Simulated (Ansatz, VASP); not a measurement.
# Sn in two plane-wave programs

Aim: how closely do two programs agree when they are given the same cell, functional and k mesh? The cell is taken from a series of runs on this material, whose earlier steps may have relaxed, scaled, displaced or heated it; both programs get it as it stands.

Main program and level: Ansatz 0.2.0; plane waves, with VASP 6.6.1 beside it; relaxation of cell and atoms at PBE and zone-centre phonons at PBE.

## 1. Set-up

It takes space group Fd-3m (No. 227, cubic). Conventional cell: a = 6.655 Å, b = 6.655 Å, c = 6.655 Å, α = 90.00°, β = 90.00°, γ = 90.00°. Sn has 4 Sn at 2.88 Å nearest.

Coordinates:

```cif
data_structure
_symmetry_space_group_name_H-M 'P 1'
_symmetry_Int_Tables_number 1
_cell_length_a 4.7055
_cell_length_b 4.7055
_cell_length_c 4.7055
_cell_angle_alpha 60.000
_cell_angle_beta 60.000
_cell_angle_gamma 60.000
_cell_volume 73.67
loop_
_atom_site_label
_atom_site_type_symbol
_atom_site_fract_x
_atom_site_fract_y
_atom_site_fract_z
_atom_site_occupancy
Sn1 Sn 0.50000 0.50000 0.50000 1
Sn2 Sn 0.25000 0.25000 0.25000 1
```

## 2. VASP: relaxation of cell and atoms, PBE

The relaxed volume is the usual yardstick between codes: in a stiff, nearly cubic crystal its relative difference is about their pressure difference at one cell divided by the bulk modulus.

Lines of VASP's logs that name or quote its potential files are left out, and so is its time.

Contents of INCAR:

```
SYSTEM = Sn
PREC = Accurate
ENCUT = 500
EDIFF = 1E-07
NELM = 120
ISMEAR = 0
SIGMA = 0.1
LREAL = .FALSE.
ALGO = Normal
GGA = PE
NBANDS = 20
LORBIT = 11
LWAVE = .FALSE.
LCHARG = .FALSE.
ISIF = 3
IBRION = 2
NSW = 80
EDIFFG = -0.005
LASPH = .TRUE.
GGA_COMPAT = .FALSE.
NELMIN = 4
KPAR = 2
```

Contents of POSCAR:

```
Sn
1.0
   -3.3273250000      0.0000000000      3.3273250000
    0.0000000000      3.3273250000      3.3273250000
   -3.3273250000      3.3273250000      0.0000000000
Sn
2
Direct
    0.5000000000      0.5000000000      0.5000000000
    0.2499999249      0.2499999249      0.2499999249
```

Contents of KPOINTS:

```
Automatic mesh
0
Gamma
12 12 12
0 0 0
```

The projector-augmented-wave data sets are Sn_d (PBE family, release 64).

Command:

```console
$ mpirun -np 2 vasp_std
```

Numbers of over 12 decimals in the logs are rounded to 6 here.

The program printed:

```text
[banner, memory and clock lines left out]
running    2 mpi-ranks, on    1 nodes
 distrk:  each k-point on    1 cores,    2 groups
 distr:  one band on    1 cores,    1 groups

 POSCAR found type information on POSCAR Sn
 POSCAR found :  1 types and       2 ions
 LDA part: xc-table for (Slater+PW92), standard interpolation
 POSCAR, INCAR and KPOINTS ok, starting setup
 FFT: planning ... GRIDC
 FFT: planning ... GRID_SOFT
 FFT: planning ... GRID
 WAVECAR not read
 entering main loop
       N       E                     dE             d eps       ncg     rms          rms(c)
DAV:   1     0.220819566106E+03    0.22082E+03   -0.14840E+04  2908   0.193E+03
DAV:   2     0.155922233596E+02   -0.20523E+03   -0.20174E+03  2896   0.434E+02
DAV:   3    -0.698234496482E+01   -0.22575E+02   -0.22441E+02  3320   0.141E+02
DAV:   4    -0.771074277464E+01   -0.72840E+00   -0.72797E+00  3204   0.288E+01
DAV:   5    -0.773663740318E+01   -0.25895E-01   -0.25894E-01  4080   0.526E+00    0.288E+00
DAV:   6    -0.770568357851E+01    0.30954E-01   -0.27131E-02  3828   0.206E+00    0.169E+00
DAV:   7    -0.769115525073E+01    0.14528E-01   -0.39016E-02  3068   0.218E+00    0.157E-01
DAV:   8    -0.769283066521E+01   -0.16754E-02   -0.54695E-03  3152   0.880E-01    0.483E-02
DAV:   9    -0.769322258484E+01   -0.39192E-03   -0.47049E-04  3260   0.154E-01    0.135E-02
DAV:  10    -0.769325863196E+01   -0.36047E-04   -0.59057E-05  3220   0.596E-02    0.587E-03
DAV:  11    -0.769326362610E+01   -0.49941E-05   -0.71434E-06  3144   0.222E-02    0.842E-04
DAV:  12    -0.769326352144E+01    0.10466E-06   -0.29820E-07  2804   0.626E-03    0.543E-04
DAV:  13    -0.769326351596E+01    0.54879E-08   -0.46607E-08  2340   0.212E-03
   1 F= -.76932635E+01 E0= -.76926144E+01  d E =-.769326E+01
 curvature:   0.00 expect dE= 0.000E+00 dE for cont linesearch  0.000E+00
 trial: gam= 0.00000 g(F)=  0.118E-39 g(S)=  0.129E-04 ort = 0.000E+00 (trialstep = 0.100E+01)
 search vector abs. value=  0.129E-04
 bond charge predicted
       N       E                     dE             d eps       ncg     rms          rms(c)
DAV:   1    -0.769355006934E+01   -0.28655E-03   -0.59934E-03  3336   0.123E+00    0.893E-02
DAV:   2    -0.769331900343E+01    0.23107E-03   -0.38354E-04  3672   0.314E-01    0.402E-02
DAV:   3    -0.769326728096E+01    0.51722E-04   -0.15614E-04  3832   0.190E-01    0.560E-03
DAV:   4    -0.769326776776E+01   -0.48679E-06   -0.65993E-06  3240   0.311E-02    0.164E-03
DAV:   5    -0.769326826597E+01   -0.49822E-06   -0.33071E-07  3120   0.593E-03    0.753E-04
DAV:   6    -0.769326849922E+01   -0.23325E-06   -0.87074E-08  1796   0.453E-03    0.486E-04
DAV:   7    -0.769326858085E+01   -0.81623E-07   -0.14275E-08  1552   0.171E-03
   2 F= -.76932686E+01 E0= -.76926199E+01  d E =-.506489E-05
 trial-energy change:   -0.000005  1 .order   -0.000004   -0.000013    0.000004
 step:   0.7978(harm=  0.7591)  dis= 0.00000  next Energy=    -7.693269 (dE=-0.547E-05)
 reached required accuracy - stopping structural energy minimisation
```

From OUTCAR (step 2):

```text
ion  position               nearest neighbor table
   1  0.500  0.500  0.500-   2 2.88   2 2.88   2 2.88   2 2.88
   2  0.250  0.250  0.250-   1 2.88   1 2.88   1 2.88   1 2.88

  LATTYP: Found a face centered cubic cell.
 ALAT       =     6.6546500000

 Subroutine GETGRP returns: Found 48 space group operations
 (whereof 24 operations were pure point group operations)

The static configuration has the point symmetry T_d .
 The point group associated with its full space group is O_h .

 Found     72 irreducible k-points:

   k-points           NKPTS =     72   k-points in BZ     NKDIM =     72   number of bands    NBANDS=     20

   dimension x,y,z NGX =    36 NGY =   36 NGZ =   36
   dimension x,y,z NGXF=    72 NGYF=   72 NGZF=   72

   ENCUT  =  500.0 eV  36.75 Ry    6.06 a.u.   8.58  8.58  8.58*2*pi/ulx,y,z

   NELECT =      28.0000    total number of electrons

 k-points in reciprocal lattice and weights: Automatic mesh
   0.00000000  0.00000000  0.00000000       0.001
   0.08333333  0.00000000  0.00000000       0.005
   0.16666667  0.00000000  0.00000000       0.005
   0.25000000  0.00000000  0.00000000       0.005
   0.33333333  0.00000000  0.00000000       0.005
   0.41666667  0.00000000  0.00000000       0.005
   0.50000000  0.00000000  0.00000000       0.002
   0.08333333  0.08333333  0.00000000       0.003
   0.16666667  0.08333333  0.00000000       0.014
[...]
-0.33333333  0.50000000  0.16666667       0.007
  -0.25000000  0.50000000  0.25000000       0.003

 average (electrostatic) potential at core
       1-102.1367       2-102.1367

 E-fermi :   4.8606

 k-point     1 :       0.0000    0.0000    0.0000
  band No.  band energies     occupation
    ...
      8     -16.3671      2.00000
      9     -16.3651      2.00000
     10     -16.3651      2.00000
     11      -5.2441      2.00000
     12       3.7411      2.00000
     13       4.9704      0.12069
     14       4.9704      0.12069
     15       4.9704      0.12065
     16       7.0316      0.00000
     17       7.0317      0.00000
    ...

 k-point     2 :       0.0833    0.0000    0.0000
  band No.  band energies     occupation
    ...
     10     -16.3526      2.00000
     11      -5.1818      2.00000
     12       3.0904      2.00000
     13       4.8453      1.17106
     14       4.8453      1.17096
     15       5.2342      0.00000
     16       7.1951      0.00000
     17       7.1951      0.00000
     18       7.2739      0.00000
     19      10.1870      0.00000
    ...

 k-point     3 :       0.1667    0.0000    0.0000
  band No.  band energies     occupation
    ...
     10     -16.3414      2.00000
     11      -4.9977      2.00000
     12       1.9964      2.00000
     13       4.5737      1.99995
     14       4.5738      1.99995
     15       5.2681      0.00000
     16       7.5493      0.00000
     17       7.5493      0.00000
     18       8.0418      0.00000
     19      10.9077      0.00000
    ...

  Total        0.0042302      0.0042302      0.0042302      0.0000000      0.0000000     -0.0000000
  in kB        0.0920818      0.0920818      0.0920818      0.0000000      0.0000000     -0.0000000
  external PRESSURE =       0.0920818 kB  Pullay stress =       0.0000000 kB

  energy-cutoff  :      500.00
  volume of cell :       73.60
      direct lattice vectors                 reciprocal lattice vectors
    -3.326255179  0.000000000  3.326255179    -0.150319195 -0.150319195  0.150319195
    -0.000000000  3.326255179  3.326255179     0.150319195  0.150319195  0.150319195
    -3.326255179  3.326255179  0.000000000    -0.150319195  0.150319195 -0.150319195

 POSITION                                       TOTAL-FORCE (eV/Angst)
 -----------------------------------------------------------------------------------
     -3.32626      3.32626      3.32626        -0.000000     -0.000000      0.000000
     -1.66313      1.66313      1.66313         0.000000      0.000000     -0.000000
 -----------------------------------------------------------------------------------
    total drift:                                0.000072     -0.000072     -0.000145

  FREE ENERGIE OF THE ION-ELECTRON SYSTEM (eV)
  ---------------------------------------------------
  free  energy   TOTEN  =        -7.6932685808 eV

  energy  without entropy=       -7.6919711358  energy(sigma->0) =       -7.69261986

 reached required accuracy - stopping structural energy minimisation

 total charge
# of ion       s       p       d       tot
------------------------------------------
    1        1.176   1.142   9.960  12.279
    2        1.176   1.142   9.960  12.279
--------------------------------------------------
tot          2.353   2.285  19.921  24.559

[... 3 further parts left out ...]
```

## 3. Ansatz: relaxation of cell and atoms, PBE

Ansatz runs on its default PAW (the set named soft_2) files.

The same cell, functional, mesh and smearing now go to Ansatz, which takes its cutoff from its data sets.

Contents of input.yaml:

```yaml
crystal:
  lattice:
    - [-3.3273248803, 0.0, 3.3273248803]
    - [0.0, 3.3273248803, 3.3273248803]
    - [-3.3273248803, 3.3273248803, 0.0]
  atoms:
    - { symbol: Sn, position: [0.5, 0.5, 0.5] }
    - { symbol: Sn, position: [0.25, 0.25, 0.25] }
kpoints:
  mp_grid: { grid: [12, 12, 12] }
hamiltonian:
  xc: pbe
scf:
  occupations: { method: gaussian, width: 0.1 }
output:
  forces: true
  stress: true
  eigenvalues: true
relax:
  adjacent_minimum: "off"
  f_tol: 0.005
  max_steps: 80
  cell: { stress_tol: 0.05 }
```

Command:

```console
$ ansatz run input.yaml --threads 4 --pin off --max-ram 17408MiB --backend cpu --events-out ev --progress --plain --runs-dir out
```

The program printed:

```text
Engine: ansatz 0.2.0, aarch64-unknown-linux-gnu
Pseudopotentials: kind: paw
Pseudopotential: Sn, paw, valence charge 14, recommended cutoff 420 eV (normal), Sn.paw.azcp
Functional definition: PBE
  parameter kappa = 0.804
  parameter beta = 0.066725
  exchange = pbe_x(kappa = kappa, mu = beta*pi^2/3)
  correlation = pbe_c(beta = beta)
Crystal: 2 atoms, lattice volume = 73.674 Å³
Basis set: ecut = 420 eV, 1459 PW (Γ), exchange–correlation on 64×64×64 points (8 copies of the dense FFT grid, shifted against one another)
Bands: 18, of which v1, the nominal top of the filled ones, is band 14 counted from 1 (13 counted from 0)
Symmetry: 48 space group operations
Space group: Fd-3m (ITA 227), of the structure as read, at distance tolerance 4.2e-5 Å
k-points: 72 of 1728
Non-local potential: Sn, projectors of the file, l = 0: 2, l = 1: 2, l = 2: 2, l = 3: 2
PAW form: soft (Blöchl's): semilocal exchange-correlation on the pseudo side does not see the compensation charge
PAW one-centre angular grid: Sn, 590 points (default); XC on 64 Gauss nodes
Initial density: superposition of atomic densities (neutral atoms: chi_scale 0, normalization atom), corrected by the library's trained network
Initial wavefunctions: pseudopotential atomic-orbital guess
Functional: x = pbe(κ = 0.804, μ = 0.219515), c = pbe(β = 0.066725)
SCF iter   1: F=—  HF=-12048.426135 eV  |F-HF|=—  |Δ(HF+E_count)|=         —  Δρ=8.46e-4  dr2=1.05e-3  ethr=1.77e-3  ⟨swp⟩=6.0  Hψ=6735  notcnv=0
preconditioner: auto → Kerker (q_TF=auto, 2.322 Å⁻¹)  [metal: Δε(μ)=0.064 eV  Ē_g=19.870 eV  σ=0.100 eV  W_gap=0.34  n_scr=14 (ndim 8)  ℏωp=22.9 eV  f_vac=0.121  D(μ)=0.26/eV (n_scr^D=0)]
SCF iter   2: F=—  HF=-12048.425113 eV  |F-HF|=—  |Δ(HF+E_count)|=   1.02e-3  Δρ=6.44e-4  dr2=8.33e-4  ethr=3.74e-6  ⟨swp⟩=2.1  Hψ=2809  notcnv=0
SCF iter   3: F=—  HF=-12048.425192 eV  |F-HF|=—  |Δ(HF+E_count)|=   7.92e-5  Δρ=3.81e-4  dr2=3.30e-4  ethr=2.98e-6  ⟨swp⟩=2.7  Hψ=2347  notcnv=0
SCF iter   4: F=—  HF=-12048.425336 eV  |F-HF|=—  |Δ(HF+E_count)|=   1.44e-4  Δρ=2.75e-4  dr2=6.13e-5  ethr=1.18e-6  ⟨swp⟩=3.0  Hψ=2310  notcnv=0
SCF iter   5: F=—  HF=-12048.425380 eV  |F-HF|=—  |Δ(HF+E_count)|=   4.43e-5  Δρ=1.46e-4  dr2=1.22e-5  ethr=2.19e-7  ⟨swp⟩=2.0  Hψ=1586  notcnv=0
SCF iter   6: F=—  HF=-12048.425379 eV  |F-HF|=—  |Δ(HF+E_count)|=   1.65e-6  Δρ=1.55e-5  dr2=1.71e-7  ethr=4.35e-8  ⟨swp⟩=2.0  Hψ=2304  notcnv=0
SCF iter   7: F=-12048.425379 eV  HF=-12048.425379 eV  |F-HF|=1.18e-8  |Δ(HF+E_count)|=   1.81e-7  Δρ=2.73e-6  dr2=3.47e-9  ethr=3.57e-10  ⟨swp⟩=6.6  Hψ=6258  notcnv=0
SCF 1 converged in 7 iterations: F = -12048.425379 eV  dr2 = 3.47e-9
  greatest PAW one-centre occupation: 0.990 electrons in one spin orbital (limit 2), on the Sn atom at site 1 (counted from 0), in its partial waves of l = 2
relax step   1: F+E_penalty+E_count = -12048.42537873 eV  Δ(F+E_penalty+E_count) = +0.000e0 eV  max|allowed force component| = 4.626e-18 eV/Å  Δτ_max = 0.0000 Å  P = +0.015 GPa  Ω = 73.674 Å³  (7 SCF iters, dr2 threshold 1.00e-7 eV, accepted)
Initial density: handed on by an earlier stage of this run
Initial wavefunctions: pseudopotential atomic-orbital guess (no wavefunctions were taken with the density)
iter 1 solved again at ethr=3.37e-7 eV; its pass at ethr=3.10e-3 eV (dr2=9.44e-5 eV) is discarded
SCF iter   1: F=—  HF=-12048.425380 eV  |F-HF|=—  |Δ(HF+E_count)|=         —  Δρ=3.41e-6  dr2=4.88e-9  ethr=3.37e-7  ⟨swp⟩=2.8  Hψ=9750  notcnv=0
eigensolver tolerance schedule: the retry pair's looser diagonalisation over-reported the residual by 19343.47 of it (diagonalisation noise at an unbounded share of the residual, at the tolerance the schedule requests for it); recorded, not acted on — ethr = c·dr2/N_el stays at c = 1.0e-1
preconditioner: auto → Kerker (q_TF=auto, 2.322 Å⁻¹)  [metal: Δε(μ)=0.062 eV  Ē_g=19.892 eV  σ=0.100 eV  W_gap=0.33  n_scr=14 (ndim 8)  ℏωp=22.9 eV  f_vac=0.111  D(μ)=0.26/eV (n_scr^D=0)]
SCF iter   2: F=—  HF=-12048.425379 eV  |F-HF|=—  |Δ(HF+E_count)|=   1.44e-6  Δρ=1.35e-6  dr2=1.07e-9  ethr=1.74e-11  ⟨swp⟩=3.6  Hψ=3358  notcnv=0
SCF iter   3: F=—  HF=-12048.425379 eV  |F-HF|=—  |Δ(HF+E_count)|=   3.96e-9  Δρ=9.22e-7  dr2=5.39e-10  ethr=3.82e-12  ⟨swp⟩=2.0  Hψ=1582  notcnv=0
SCF iter   4: F=—  HF=-12048.425379 eV  |F-HF|=—  |Δ(HF+E_count)|=   4.01e-9  Δρ=1.86e-7  dr2=3.45e-11  ethr=1.92e-12  ⟨swp⟩=2.0  Hψ=1591  notcnv=0
SCF iter   5: F=-12048.425379 eV  HF=-12048.425379 eV  |F-HF|=1.09e-11  |Δ(HF+E_count)|=  1.53e-10  Δρ=4.54e-8  dr2=3.04e-12  ethr=1.00e-12  ⟨swp⟩=7.3  Hψ=6153  notcnv=0
SCF 2 converged in 5 iterations: F = -12048.425379 eV  dr2 = 3.04e-12
relax step   2: F+E_penalty+E_count = -12048.42537873 eV  Δ(F+E_penalty+E_count) = -3.189e-9 eV  max|allowed force component| = 2.313e-18 eV/Å  Δτ_max = 0.0000 Å  P = +0.015 GPa  Ω = 73.674 Å³  stress off target by 1.52e-2 GPa  SCF on the basis re-selected at this cell (its energy is not comparable with the rows above)  (5 SCF iters)
basis re-selected at this cell: Δ(F+E_penalty+E_count) = -3.189e-9 eV, ΔP = +0.000 GPa vs the last step (what re-selecting the basis moved, of the pressure what is left beyond the Pulay correction that the steps carried, after the strain that the cell walked since its last selection, with what the two solves' SCF thresholds leave and, on support functions, any second-order correction that the steps lacked; it is no m [...]
SCF converged after 5 iterations
Free energy (F): -12048.425379 eV
Harris-Foulkes:  -12048.425379 eV  (|F-HF|=1.09e-11)
Internal energy: -12048.424081 eV  (E = F + TS)
E sigma→0 (E₀):  -12048.424730 eV
Entropy (-TS):   -0.001298 eV (-0.649 meV/atom)
Fermi energy:    6.884236 eV
--- Per-component energies (eV) ---
  E_band       = -270.128646
  E_kinetic    = 373.002976
  E_local      = -2393.904437  (includes V_loc(G=0)·N_el)
  E_nonlocal   = -64.173562
  E_hartree    = 1359.978621
  E_xc         = -763.492784
  E_vxc        = -190.164134  (∫ρ·V_xc dr)
  E_paw        = -8275.218115  (= ΣΔE_a)
  E_vpaw       = -714.846769  (= ΣTr[D̂ρ^β])
  E_aug_tail   = -0.000001  (compensation charges beyond the density's cutoff)
  E_ewald      = -2284.616778
  E_smearing   = -0.001298  (= −TS)
  E_closure    = 0.000000  (closes the sum)
  Σ components = -12048.425379   (vs F -12048.425379, Δ=0.00e0)
--- Forces (eV/Å), atoms counted from 1 ---
  atom   1  Sn     0.00000000     0.00000000     0.00000000
  atom   2  Sn     0.00000000     0.00000000     0.00000000
  max |Σ_I F_I| component: 1.85e-17 eV/Å
--- Stress (GPa, compression-positive) ---
        0.015184      -0.000000       0.000000
        0.000000       0.015184      -0.000000
        0.000000      -0.000000       0.015184
  P = ⅓ Tr σ = 0.0152 GPa (0.152 kbar)
--- Band table (eV; the first three rows and the last of 72) ---
  k-point 0: bands = [... 10 lower, -3.2141, 5.7617, 6.9938, 6.9938, 6.9938, 9.0553, 9.0553, 9.0553]
  k-point 1: bands = [... 10 lower, -3.1518, 5.1125, 6.8690, 6.8690, 7.2569, 9.2186, 9.2186, 9.2971]
  k-point 2: bands = [... 10 lower, -2.9680, 4.0200, 6.5978, 6.5978, 7.2912, 9.5725, 9.5725, 10.0639]
  k-point 71: bands = [... 10 lower, -0.3163, -0.3163, 4.1700, 4.1700, 10.1108, 10.1108, 10.9158, 10.9158]
--- Relaxed structure (1 steps of the walk, 1 accepted, 1 SCFs on fresh bases) ---
  F+E_penalty+E_count = -12048.42537873 eV   max|allowed force component| = 2.313e-18 eV/Å   (the final SCF, on the basis selected at the relaxed cell)
  cell:  # Å, volume = 73.6742 Å³
    - [-3.3273248803, 0.0, 3.3273248803]
    - [0.0, 3.3273248803, 3.3273248803]
    - [-3.3273248803, 3.3273248803, 0.0]
  atoms:
    - { symbol: Sn, position: [0.5, 0.5, 0.5] }
    - { symbol: Sn, position: [0.25, 0.25, 0.25] }
```

## 4. Side by side

Known differences besides the potentials themselves: the cutoff is 420 eV in Ansatz and 500 eV in VASP; Ansatz adds a Pulay correction to the stress that steers its cell, VASP none. Total energies have different zeros and are not compared.

Compared:

| quantity | Ansatz | VASP | difference |
| --- | --- | --- | --- |
| volume (Å³) | 73.67 | 73.60 | +0.10 % |
| edge a after relaxation, in the typed setting (Å) | 4.705 | 4.704 | +0.03 % |

[end of part 1 of 2]

[Lines on the potential files, build, host, timing and source positions are cut from VASP's logs without a mark.]

[Logs are printed without paths, hosts, clocks, repeated set-up lines and the standing remarks that a program may print on its own settings, such as how far it seeks lower states.]

[Hosts, paths, dates, database ids (printed as entryN), source tags and the programs' standing remarks are cut or masked in the printed files.]
